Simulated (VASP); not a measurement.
Data:

```xyz
1
Lattice="0.0000 1.7298 1.7298 1.7298 0.0000 1.7298 1.7298 1.7298 0.0000" Properties=species:S:1:pos:R:3 pbc="T T T"
Ni     0.0000     0.0000     0.0000
```
Starting moments (μB, in the order of the record's atoms Ni): 0.8.

These are SCAN meta-GGA, VASP's PBE PAW potentials (set 64) (plane waves; VASP) values and carry that method's errors. Numerical set-up: 520 eV cut-off, 20×20×20 Γ-centred mesh, tetrahedra with Blöchl corrections, potentials Ni.

**Question.** Estimate the cell moment, energy per atom (σ→0), band gap (over mesh and band path) with the smallest direct gap where there is one.

**Answer.** 
```json
{
 "band gap (over mesh and band path)": "none (metal, semimetal or under 0.01 eV)",
 "cell_moment": "0.72 μB",
 "energy per atom (σ→0)": "-16.118 eV/atom"
}
```

**Question.** Give the moment on each site (PAW-sphere projection).

**Answer.** 
| site | moment (μB) |
|---|---|
| Ni1 | 0.75 |

The absolute energy has meaning only against runs of the same code, potentials and settings.

The compound is Ni in the fcc structure. It was relaxed first, which changed the volume by -5 %.
